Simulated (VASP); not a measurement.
```
CELL_PARAMETERS angstrom
      1.69363    -2.93346     0.00000
      1.69363     2.93346     0.00000
      0.00000     0.00000    14.86185
ATOMIC_POSITIONS crystal
  W  0.33333 0.66667 0.25000
  W  0.66667 0.33333 0.75000
  Se 0.33333 0.66667 0.86526
  Se 0.66667 0.33333 0.36526
  Se 0.66667 0.33333 0.13474
  Se 0.33333 0.66667 0.63474
```

Level of theory: PBE GGA, VASP's PBE PAW potentials (set 64) (plane waves; VASP). Numerical set-up: 520 eV cut-off, 8×8×2 Γ-centred mesh, Gaussian smearing of 0.050 eV, potentials W_sv Se.

Without a dispersion term in the relaxation, distances and binding between the weakly bound layers, chains or molecules are unreliable, and so is what depends on them.

**Question.** The ions and cell shape at fixed volume are relaxed. What does this cell relax into?

**Answer.** 
```
CELL_PARAMETERS angstrom
      1.66166    -2.87807     0.00000
      1.66166     2.87807     0.00000
      0.00000     0.00000    15.43934
ATOMIC_POSITIONS crystal
  W  0.33333 0.66667 0.25000
  W  0.66667 0.33333 0.75000
  Se 0.33333 0.66667 0.85880
  Se 0.66667 0.33333 0.35880
  Se 0.66667 0.33333 0.14120
  Se 0.33333 0.66667 0.64120
```
Space group P6_3/mmc (194), at a tolerance of 0.03 Å.

**Question.** How much energy does the relaxation gain?

**Answer.** The energy (σ→0) changes by -27.0 meV/atom, in 8 ionic steps.

The compound is WSe2 in the 2H layered structure. This cell is one point of a volume scan, at 1.06 of the reference volume. Symmetry was kept, so distortions that lower it aren't found.
